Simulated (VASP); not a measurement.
OSZICAR of a VASP run on CoGa (CsCl type):

OSZICAR:
```
       N       E                     dE             d eps       ncg     rms          rms(c)
DAV:   1     0.834200558831E+02    0.83420E+02   -0.11197E+04  2696   0.276E+03
DAV:   2    -0.236781806458E+02   -0.10710E+03   -0.10473E+03  2674   0.366E+02
DAV:   3    -0.284285176861E+02   -0.47503E+01   -0.47351E+01  2891   0.841E+01
DAV:   4    -0.285051962513E+02   -0.76679E-01   -0.76667E-01  3521   0.955E+00
DAV:   5    -0.285069780901E+02   -0.17818E-02   -0.17818E-02  3061   0.123E+00    0.117E+01
DAV:   6    -0.273924096138E+02    0.11146E+01   -0.31942E+01  2705   0.832E+01    0.128E+01
DAV:   7    -0.249364751400E+02    0.24559E+01   -0.10678E+01  2660   0.530E+01    0.155E+00
DAV:   8    -0.250364356062E+02   -0.99960E-01   -0.53628E-01  3337   0.862E+00    0.202E+00
DAV:   9    -0.249903226821E+02    0.46113E-01   -0.33613E-01  2711   0.879E+00    0.525E-01
DAV:  10    -0.249900950851E+02    0.22760E-03   -0.77249E-03  2850   0.110E+00    0.447E-01
DAV:  11    -0.249878033843E+02    0.22917E-02   -0.61824E-03  3260   0.105E+00    0.123E-01
DAV:  12    -0.249886266195E+02   -0.82324E-03   -0.14958E-03  2626   0.525E-01    0.379E-02
DAV:  13    -0.249888090042E+02   -0.18238E-03   -0.16649E-04  2734   0.131E-01    0.226E-02
DAV:  14    -0.249888003690E+02    0.86352E-05   -0.57605E-05  2879   0.113E-01    0.457E-03
DAV:  15    -0.249888057879E+02   -0.54189E-05   -0.35280E-06  3078   0.290E-02    0.142E-03
DAV:  16    -0.249888059075E+02   -0.11960E-06   -0.25762E-07  3126   0.569E-03    0.895E-04
DAV:  17    -0.249888059566E+02   -0.49103E-07   -0.38512E-08  1442   0.308E-03
   1 F= -.24988806E+02 E0= -.24989370E+02  d E =0.169258E-02
```

### Question
Which electronic solver shows in the log?

### Answer
It is blocked Davidson (ALGO = Normal, or the opening steps of other solvers). The INCAR had ALGO = Normal.

### Question
How was spin treated?

### Answer
Without spin polarisation: there is no mag entry.

### Question
Can the final energy be trusted as converged?

### Answer
Self-consistency was reached. It stopped with EDIFF = 1E-7, NELM = 100 (r2SCAN meta-GGA, plane waves, VASP's PBE PAW potentials (set 64)).

The compound is CoGa in the CsCl type structure. This cell is one point of a volume scan, at 0.94 of the reference volume. The run is not spin-polarised, so no magnetic state was tried.
